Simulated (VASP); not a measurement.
Method: vdW-DF-cx, VASP's PBE PAW potentials (set 64) (plane waves; VASP).

The input files of a VASP run:

### POSCAR
```
BN
1
    1.2753307080    -2.2089378033     0.0000000000
    1.2753307080     2.2089378033     0.0000000000
    0.0000000000     0.0000000000     4.2196529394
B N
2 2
Direct
  0.6666670000   0.3333330000   0.5003422489
  0.3333330000   0.6666670000   0.0003422489
  0.6666670000   0.3333330000   0.8746577511
  0.3333330000   0.6666670000   0.3746577511
```

KPOINTS:
```
k-points along high-symmetry lines
10
Line-mode
Reciprocal
  0.000000   0.000000   0.000000 ! GAMMA
 -0.000000   0.500000   0.000000 ! M

 -0.000000   0.500000   0.000000 ! M
 -0.333333   0.666667   0.000000 ! K

 -0.333333   0.666667   0.000000 ! K
  0.000000   0.000000   0.000000 ! GAMMA

  0.000000   0.000000   0.000000 ! GAMMA
  0.000000   0.000000   0.500000 ! A

  0.000000   0.000000   0.500000 ! A
 -0.000000   0.500000   0.500000 ! L

 -0.000000   0.500000   0.500000 ! L
 -0.333333   0.666667   0.500000 ! H

 -0.333333   0.666667   0.500000 ! H
  0.000000   0.000000   0.500000 ! A

 -0.000000   0.500000   0.500000 ! L
 -0.000000   0.500000   0.000000 ! M

 -0.333333   0.666667   0.500000 ! H
 -0.333333   0.666667   0.000000 ! K
```

INCAR:
```
SYSTEM = BN
PREC = Accurate; ENCUT = 520; LREAL = .FALSE.
LASPH = .TRUE.; ICHARG = 11
EDIFF = 1E-7; NELM = 100; ALGO = Normal
ISMEAR = 0; SIGMA = 0.05
GGA = CX; LUSE_VDW = .TRUE.; AGGAC = 0.0
LWAVE = .FALSE.; LCHARG = .FALSE.; LORBIT = 11
```

POTCAR, in this order: B N (PBE.64 set). Program: vasp_std. Read from the step before: CHGCAR.

What VASP printed:

### OSZICAR
```
       N       E                     dE             d eps       ncg     rms          rms(c)
DAV:   1     0.516190933976E+02    0.51619E+02   -0.85914E+03  2160   0.129E+03
DAV:   2    -0.274006230093E+02   -0.79020E+02   -0.73081E+02  3076   0.260E+02
DAV:   3    -0.298310917769E+02   -0.24305E+01   -0.24189E+01  2864   0.443E+01
DAV:   4    -0.298463733490E+02   -0.15282E-01   -0.15263E-01  2660   0.350E+00
DAV:   5    -0.298465800517E+02   -0.20670E-03   -0.20665E-03  2712   0.339E-01
DAV:   6    -0.298465857359E+02   -0.56842E-05   -0.56836E-05  2676   0.402E-02
DAV:   7    -0.298465859414E+02   -0.20556E-06   -0.20556E-06  2532   0.617E-03
DAV:   8    -0.298465859516E+02   -0.10161E-07   -0.95251E-08  2004   0.103E-03
   1 F= -.29846586E+02 E0= -.29846586E+02  d E =-.186665E-10
```

### OUTCAR
```
 val. band max:        7.4737475402   @ k =   0.0000   0.0000   0.0000

 cond. band min:      12.5657406733   @ k =  -0.3333   0.6667   0.0000



 k-point     1 :       0.0000    0.0000    0.0000
  band No.  band energies     occupation
      1     -12.8559      2.00000
      2      -8.7063      2.00000
      3      -3.4212      2.00000
      4       5.3663      2.00000
      5       5.3664      2.00000
      6       7.1891      2.00000
      7       7.4737      2.00000
      8       7.4737      2.00000
      9      15.8500      0.00000
     10      15.8500      0.00000
     11      16.0783      0.00000
     12      16.9755      0.00000

 k-point     2 :       0.0000    0.0556    0.0000
  band No.  band energies     occupation
      1     -12.7887      2.00000
      2      -8.6545      2.00000
      3      -3.3545      2.00000
      4       5.0480      2.00000
      5       5.2361      2.00000
      6       7.1194      2.00000
      7       7.2163      2.00000
      8       7.4040      2.00000
      9      15.7057      0.00000
     10      15.9881      0.00000
     11      16.2261      0.00000
     12      17.1962      0.00000

 k-point     3 :       0.0000    0.1111    0.0000
  band No.  band energies     occupation
      1     -12.5880      2.00000
      2      -8.5022      2.00000
      3      -3.1558      2.00000
      4       4.1941      2.00000
      5       4.8898      2.00000
      6       6.5001      2.00000
      7       6.9279      2.00000
      8       7.2001      2.00000
      9      15.4520      0.00000
     10      16.3628      0.00000
     11      16.4644      0.00000
     12      17.7938      0.00000

 k-point     4 :       0.0000    0.1667    0.0000
  band No.  band energies     occupation
      1     -12.2568      2.00000
      2      -8.2588      2.00000
      3      -2.8283      2.00000
      4       3.0145      2.00000
      5       4.4228      2.00000
      6       5.4937      2.00000
      7       6.5987      2.00000
...
```

The density is held fixed in this step, so its total energy and stress have no physical meaning.

The compound is BN in the wurtzite structure, a metastable high-pressure form. It was relaxed first.
